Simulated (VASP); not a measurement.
Consider the following.

```
MgO
1.0
    0.00000     2.12345     2.12345
    2.12345     0.00000     2.12345
    2.12345     2.12345     0.00000
Mg O
1 1
Direct
  0.00000   0.00000   0.00000
  0.50000   0.50000   0.50000
```

These are Hartree-Fock, VASP's PBE PAW potentials (set 64) (plane waves; VASP) values and carry that method's errors. Numerical set-up: 520 eV cut-off, 8×8×8 Γ-centred mesh, Gaussian smearing of 0.050 eV, potentials Mg O.

Predict the energy per atom (σ→0), pressure, band gap (over the mesh, the named points and PBE's band edges) with the smallest direct gap where there is one.

The band gap (over the mesh, the named points and PBE's band edges) is 15.13 eV and the smallest direct gap (over the mesh, the named points and PBE's band edges) is 15.13 eV. The energy per atom (σ→0) comes out as -10.832 eV/atom. The pressure is -6.71 GPa.

The compound is MgO in the rock salt structure. It was relaxed first.
